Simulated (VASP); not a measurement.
# Na2N (Fm-3m) in VASP: further runs

Runs on Na2N. Level: PBE. Tasks: single point.

Everything below comes from runs of VASP 6.6.1. Logs are shortened: lines on timing, memory, paths and dates and some standing lists are left out, and cuts for length are marked.

## 1. The cell of the first run

It takes space group Fm-3m (No. 225, cubic). Conventional cell: a = 5.866 Å, b = 5.866 Å, c = 5.866 Å, α = 90.00°, β = 90.00°, γ = 90.00°. Na (site symmetry -43m) is surrounded by 4 N at 2.54 Å. N (site symmetry m-3m) has 8 Na at 2.54 Å as nearest neighbours.

The cell was built by a generator and needn't be a form met in nature.

## 2. Single point, PBE, collinear spin, typed start (species swapped into the Al2Au type (Fm-3m, No. 225))

Input file INCAR:

```
SYSTEM = Na2N
  ALGO = Normal
  EDIFF = 1E-7
  ENCUT = 520
  GGA = PE
  ISIF = 2
  ISMEAR = 0
  ISPIN = 2
  LASPH = .True.
  LCHARG = .False.
  LORBIT = 11
  LREAL = .False.
  LWAVE = .False.
  MAGMOM = 0 0 1.03
  NBANDS = 20
  NELM = 150
  PREC = Accurate
  SIGMA = 0.1
```

Input file KPOINTS:

```
k-points
0
Gamma
  14 14 14
  0 0 0
```

Input file POSCAR:

```
Na2N
1.0
    0.0000000000      2.9329041017      2.9329041017
    2.9329041017      0.0000000000      2.9329041017
    2.9329041017      2.9329041017      0.0000000000
Na N
2 1
Direct
    0.2500000000      0.2500000000      0.2500000000
    0.7500000000      0.7500000000      0.7500000000
    0.0000000000      0.0000000000      0.0000000000
```

Potentials or basis: VASP PAW PBE potentials, release 64 (Na_pv, N).

The run is started by

```console
$ cat potpaw_PBE.64/Na_pv/POTCAR potpaw_PBE.64/N/POTCAR > POTCAR
$ mpirun -np 1 vasp_std > vasp.out
```

OUTCAR:

```text
SYSTEM = Na2N
   EDIFF = 1E-7
   ENCUT = 520
   GGA = PE
   ISIF = 2
   ISMEAR = 0
   ISPIN = 2
   LASPH = .True.
   LORBIT = 11
   LREAL = .False.
   NELM = 150
   PREC = Accurate

 ion  position               nearest neighbor table
   1  0.250  0.250  0.250-
   2  0.750  0.750  0.750-
   3  0.000  0.000  0.000-

  LATTYP: Found a face centered cubic cell.
 ALAT       =     5.8658082034

  Lattice vectors:

 A1 = (   0.0000000000,   2.9329041017,   2.9329041017)
 A2 = (   2.9329041017,   0.0000000000,   2.9329041017)
 A3 = (   2.9329041017,   2.9329041017,   0.0000000000)

Analysis of symmetry for initial positions (statically):
=====================================================================
 Subroutine PRICEL returns:
 Original cell was already a primitive cell.

 Routine SETGRP: Setting up the symmetry group for a
 face centered cubic supercell.

 Subroutine GETGRP returns: Found 48 space group operations
 (whereof 48 operations were pure point group operations)
 out of a pool of 48 trial point group operations.

The static configuration has the point symmetry O_h .

Analysis of symmetry for dynamics (positions and initial velocities):
=====================================================================
 Subroutine PRICEL returns:
 Original cell was already a primitive cell.

 Routine SETGRP: Setting up the symmetry group for a
 face centered cubic supercell.

 Subroutine GETGRP returns: Found 48 space group operations
 (whereof 48 operations were pure point group operations)
 out of a pool of 48 trial point group operations.

The dynamic configuration has the point symmetry O_h .

Analysis of structural, dynamic, and magnetic symmetry:
=====================================================================
 Subroutine PRICEL returns:
 Original cell was already a primitive cell.

 Routine SETGRP: Setting up the symmetry group for a
 face centered cubic supercell.

 Subroutine GETGRP returns: Found 48 space group operations
 (whereof 48 operations were pure point group operations)
 out of a pool of 48 trial point group operations.

The overall configuration has the point symmetry O_h .

 Subroutine INISYM returns: Found 48 space group operations
 (whereof 48 operations are pure point group operations),
 and found     1 'primitive' translations

----------------------------------------------------------------------------------------

                                     Primitive cell

  volume of cell :      50.4573

  direct lattice vectors                    reciprocal lattice vectors
     0.000000000  2.932904102  2.932904102    -0.170479492  0.170479492  0.170479492
     2.932904102  0.000000000  2.932904102     0.170479492 -0.170479492  0.170479492
     2.932904102  2.932904102  0.000000000     0.170479492  0.170479492 -0.170479492

  length of vectors
     4.147752758  4.147752758  4.147752758     0.295279141  0.295279141  0.295279141

  position of ions in fractional coordinates (direct lattice)
     0.250000000  0.250000000  0.250000000
     0.750000000  0.750000000  0.750000000
     0.000000000  0.000000000  0.000000000

  ion indices of the primitive-cell ions
   primitive index   ion index
                 1           1
                 2           2
                 3           3

----------------------------------------------------------------------------------------

 KPOINTS: k-points

Automatic generation of k-mesh.
 Grid dimensions read from file:
 generate k-points for:   14   14   14

 Generating k-lattice:

  Cartesian coordinates                     Fractional coordinates (reciprocal lattice)
    -0.012177107  0.012177107  0.012177107     0.071428571  0.000000000  0.000000000
     0.012177107 -0.012177107  0.012177107     0.000000000  0.071428571  0.000000000
     0.012177107  0.012177107 -0.012177107     0.000000000  0.000000000  0.071428571

  Length of vectors
     0.021091367  0.021091367  0.021091367

  Shift w.r.t. Gamma in fractional coordinates (k-lattice)
     0.000000000  0.000000000  0.000000000

 Subroutine IBZKPT returns following result:
 ===========================================

 Found    104 irreducible k-points:

 Following reciprocal coordinates:
            Coordinates               Weight
  0.000000  0.000000  0.000000      1.000000
  0.071429  0.000000  0.000000      8.000000
  0.142857  0.000000  0.000000      8.000000
  0.214286  0.000000  0.000000      8.000000
  0.285714  0.000000  0.000000      8.000000
  0.357143  0.000000  0.000000      8.000000
[... 16 lines left out ...]
  0.214286  0.142857  0.000000     24.000000
  0.285714  0.142857  0.000000     24.000000
 [... further k-points ...]
   k-points           NKPTS =    104   k-points in BZ     NKDIM =    104   number of bands    NBANDS=     20
   number of dos      NEDOS =    301   number of ions     NIONS =      3
   total plane-waves  NPLWV =  32768
   dimension x,y,z NGX =    32 NGY =   32 NGZ =   32
   dimension x,y,z NGXF=    64 NGYF=   64 NGZF=   64
   ions per type =               2   1
   NGX,Y,Z   is equivalent  to a cutoff of  12.83, 12.83, 12.83 a.u.
   NGXF,Y,Z  is equivalent  to a cutoff of  25.65, 25.65, 25.65 a.u.
 SYSTEM =  Na2N
   PREC   = accura    normal or accurate (medium, high low for compatibility)
   ISTART =      0    job   : 0-new  1-cont  2-samecut
   ICHARG =      2    charge: 1-file 2-atom 10-const
   ISPIN  =      2    spin polarized calculation?
   LNONCOLLINEAR =      F non collinear calculations
   LSORBIT =      F    spin-orbit coupling
   LASPH  =      T    aspherical Exc in radial PAW
   ENCUT  =  520.0 eV  38.22 Ry    6.18 a.u.   7.71  7.71  7.71*2*pi/ulx,y,z
   NELM   =    150;   NELMIN=  2; NELMDL= -5     # of ELM steps
   EDIFF  = 0.1E-06   stopping-criterion for ELM
   LREAL  =      F    real-space projection
   EDIFFG = 0.1E-05   stopping-criterion for IOM
   NSW    =      0    number of steps for IOM
   IBRION =     -1    ionic relax: 0-MD 1-quasi-New 2-CG
   NFREE  =      0    steps in history (QN), initial steepest desc. (CG)
   ISIF   =      2    stress and relaxation
   ISYM   =      2    0-nonsym 1-usesym 2-fastsym
   POTIM  = 0.5000    time-step for ionic-motion
   TEBEG  =    0.0;   TEEND  =   0.0 temperature during run
   PSTRESS=    0.0 pullay stress
   NELECT =      19.0000    total number of electrons
   NUPDOWN=      -1.0000    fix difference up-down
   EMIN   =  10.00;   EMAX   =-10.00  energy-range for DOS
   EFERMI =   0.00;   METHOD = LEGACY
   ISMEAR =     0;   SIGMA  =   0.10  broadening in eV -4-tet -1-fermi 0-gaus
   EFERMI_NEDOS =   21; number of points for ismear=-14 and -15
   IALGO  =     38    algorithm
   IMIX   =      4    mixing-type and parameters
     AMIX     =   0.40;   BMIX     =  1.00
     AMIX_MAG =   1.60;   BMIX_MAG =  1.00
  volume/ion in A,a.u.               =      16.82       113.50
  Fermi-wavevector in a.u.,A,eV,Ry     =   1.182183  2.234003 19.014924  1.397557
  Thomas-Fermi vector in A             =   2.318442
   LORBIT       =     11    0 simple, 1 ext, 2 COOP (PROOUT), +10 PAW based schemes
   GGA     = PE    functional components
   LHFCALC =     F    Hartree Fock is set to
   AEXX    =    0.0000 exact exchange contribution
   IVDW    =     0    specifies the selected vdW correction
   LEPSILON=     F    determine dielectric tensor
   LRPA    =     F    only Hartree local field effects (RPA)
 spin polarized calculation
 Gauss-broadening in eV      SIGMA  =   0.10
  energy-cutoff  :      520.00
  volume of cell :       50.46
 maximum number of plane-waves:      1381
   NGX = 15   NGY = 15   NGZ = 15

 number of electron      19.0000008 magnetization       1.0000010

 Free energy of the ion-electron system (eV)
  ---------------------------------------------------
  ext. energy  EPLUGINS =         0.00000000
  ---------------------------------------------------
  free energy    TOTEN  =        -9.54538373 eV

  energy without entropy =       -9.53033977  energy(sigma->0) =       -9.53786175

 E-fermi :   1.0004     XC(G=0):  -8.4412

 val. band max:        0.9962255822   @ k =   0.3571   0.2857   0.0714
 cond. band min:       1.0013189791   @ k =   0.4286   0.2857   0.0000
 fundamental gap:      0.0050933969
 Fermi energy:         1.0004409404

 spin component 1

 k-point     1 :       0.0000    0.0000    0.0000
  band No.  band energies     occupation
      1     -22.0979      1.00000
      2     -22.0979      1.00000
      3     -22.0979      1.00000
      4     -21.9644      1.00000
      5     -21.9644      1.00000
      6     -21.9644      1.00000
[... 12 lines left out ...]
     19      12.8075      0.00000
     20      16.8925      0.00000
[... 507 lines left out ...]
 k-point    24 :       0.2857    0.1429    0.0000
  band No.  band energies     occupation
      1     -22.1045      1.00000
      2     -22.1023      1.00000
      3     -22.0440      1.00000
      4     -22.0353      1.00000
      5     -21.9671      1.00000
      6     -21.9650      1.00000
[... 12 lines left out ...]
     19      15.5187      0.00000
     20      18.6710      0.00000

 [... further k-points ...]

 spin component 2

 k-point     1 :       0.0000    0.0000    0.0000
  band No.  band energies     occupation
      1     -22.1011      1.00000
      2     -22.1011      1.00000
      3     -22.1011      1.00000
      4     -21.9664      1.00000
      5     -21.9664      1.00000
      6     -21.9664      1.00000
[... 12 lines left out ...]
     19      12.8141      0.00000
     20      16.4399      0.00000
[... 507 lines left out ...]
 k-point    24 :       0.2857    0.1429    0.0000
  band No.  band energies     occupation
      1     -22.1072      1.00000
      2     -22.1052      1.00000
      3     -22.0452      1.00000
      4     -22.0381      1.00000
      5     -21.9692      1.00000
      6     -21.9671      1.00000
[... 12 lines left out ...]
     19      15.5670      0.00000
     20      18.8747      0.00000

 [... further k-points ...]

------------------------ aborting loop because EDIFF is reached ----------------------------------------

  FORCE on cell =-STRESS in cart. coord.  units (eV):
  Direction    XX          YY          ZZ          XY          YZ          ZX
  --------------------------------------------------------------------------------------
  -------------------------------------------------------------------------------------
  Total        0.0080636      0.0080636      0.0080636      0.0000000      0.0000000     -0.0000000
  in kB        0.2560448      0.2560448      0.2560448      0.0000000      0.0000000     -0.0000000
  external PRESSURE =       0.2560448 kB  Pullay stress =       0.0000000 kB

 VOLUME and BASIS-vectors are now :
 -----------------------------------------------------------------------------
  energy-cutoff  :      520.00
  volume of cell :       50.46
      direct lattice vectors                 reciprocal lattice vectors
     0.000000000  2.932904102  2.932904102    -0.170479492  0.170479492  0.170479492
     2.932904102  0.000000000  2.932904102     0.170479492 -0.170479492  0.170479492
     2.932904102  2.932904102  0.000000000     0.170479492  0.170479492 -0.170479492

 POSITION                                       TOTAL-FORCE (eV/Angst)
 -----------------------------------------------------------------------------------
      1.46645      1.46645      1.46645        -0.000000     -0.000000     -0.000000
      4.39936      4.39936      4.39936         0.000000      0.000000      0.000000
      0.00000      0.00000      0.00000         0.000000      0.000000      0.000000
 -----------------------------------------------------------------------------------
    total drift:                               -0.000000     -0.000000      0.000000

  FREE ENERGIE OF THE ION-ELECTRON SYSTEM (eV)
  ---------------------------------------------------
  free  energy   TOTEN  =        -9.5453837344 eV

  energy  without entropy=       -9.5303397703  energy(sigma->0) =       -9.53786175

 total charge

# of ion       s       p       d       tot
------------------------------------------
    1        0.087   5.994   0.000   6.081
    2        0.087   5.994   0.000   6.081
    3        1.277   2.199   0.000   3.476
--------------------------------------------------
tot          1.451  14.187   0.000  15.638

 magnetization (x)

# of ion       s       p       d       tot
------------------------------------------
    1       -0.011   0.003   0.000  -0.008
    2       -0.011   0.003   0.000  -0.008
    3        0.015   0.664   0.000   0.679
--------------------------------------------------
tot         -0.007   0.671   0.000   0.663
```

Wall time 2.6 min (1 thread of Intel Xeon Platinum 8488C (Sapphire Rapids), shared host); peak memory 0.29 GiB.

What came out:

```yaml
Free_energy: -9.5454 eV
Pressure: 0.0 GPa
Band_gap_on_the_k_mesh: none (metal or under the smearing width)
Net_moment: 1.00 μB per cell
Site_moments: Na -0.01; N +0.68 μB
Valence_electrons_inside_the_program's_atomic_spheres: Na 6.08; N 3.48
```

Levels at points of the mesh, in eV from the Fermi level:
Spin up:
```
           k point  band 6  band 7  band 8  band 9  band 10  band 11  band 12  band 13  band 14  band 15
(0.00, 0.00, 0.00)  -22.96  -12.48   -0.91   -0.91    -0.91     1.19    10.10    10.10    10.10    11.71
(0.50, 0.00, 0.00)  -23.03  -12.21   -2.41   -0.98    -0.98     4.91     5.04     8.56     8.56    12.44
(0.50, 0.50, 0.00)  -22.93  -12.13   -2.19   -1.23    -1.23     3.44     7.32     7.83     9.53     9.53
```
Spin down:
```
           k point  band 5  band 6  band 7  band 8  band 9  band 10  band 11  band 12  band 13  band 14
(0.00, 0.00, 0.00)  -22.97  -22.97  -11.18    0.31    0.31     0.31     1.20    10.14    10.14    10.14
(0.50, 0.00, 0.00)  -23.04  -23.04  -10.86   -1.68    0.23     0.23     5.01     5.35     8.52     8.52
(0.50, 0.50, 0.00)  -22.95  -22.93  -10.76   -1.31   -0.11    -0.11     3.18     7.86     7.86     9.73
```

## 3. Single point, PBE, collinear spin, typed start (species swapped into the Al2Au type (Fm-3m, No. 225))

Input file INCAR:

```
SYSTEM = Na2N
PREC = Accurate ; ENCUT = 520
EDIFF = 1E-7 ; ISMEAR = 0
SIGMA = 0.1 ; LREAL = .FALSE.
LASPH = .TRUE. ; NELM = 150
ALGO = Fast ; ISIF = 2
LWAVE = .FALSE. ; LCHARG = .FALSE.
ISPIN = 2 ; MAGMOM = 0 0 1.01
LORBIT = 11 ; GGA = PE
NBANDS = 20
```

Input file KPOINTS:

```
regular mesh
0
G
  14 14 14
  0 0 0
```

POSCAR is that of step 2.

Potentials or basis: VASP PAW PBE potentials, release 64 (Na_pv, N).

The run is started by

```console
$ cat potpaw_PBE.64/Na_pv/POTCAR potpaw_PBE.64/N/POTCAR > POTCAR
$ mpirun -np 1 vasp_std > vasp.out
```

Wall time 2.9 min (1 thread of Intel Xeon Platinum 8488C (Sapphire Rapids), shared host); peak memory 0.28 GiB.

Results (log left out):

```yaml
Free_energy: -9.5454 eV
Pressure: 0.0 GPa
Band_gap_on_the_k_mesh: none (metal or under the smearing width)
Net_moment: 1.00 μB per cell
Site_moments: Na -0.01; N +0.68 μB
Valence_electrons_inside_the_program's_atomic_spheres: Na 6.08; N 3.48
```

Levels at points of the mesh, in eV from the Fermi level:
Spin up:
| k point | band 8 | band 9 | band 10 | band 11 | band 12 | band 13 |
| --- | --- | --- | --- | --- | --- | --- |
| (0.00, 0.00, 0.00) | -0.91 | -0.91 | -0.91 | 1.19 | 10.10 | 10.10 |
| (0.50, 0.00, 0.00) | -2.41 | -0.98 | -0.98 | 4.91 | 5.04 | 8.56 |
| (0.50, 0.50, 0.00) | -2.19 | -1.23 | -1.23 | 3.44 | 7.32 | 7.83 |
Spin down:
```
           k point  band 5  band 6  band 7  band 8  band 9  band 10  band 11  band 12  band 13  band 14
(0.00, 0.00, 0.00)  -22.97  -22.97  -11.18    0.31    0.31     0.31     1.20    10.14    10.14    10.14
(0.50, 0.00, 0.00)  -23.04  -23.04  -10.86   -1.68    0.23     0.23     5.01     5.35     8.52     8.52
(0.50, 0.50, 0.00)  -22.95  -22.93  -10.76   -1.31   -0.11    -0.11     3.18     7.86     7.86     9.73
```
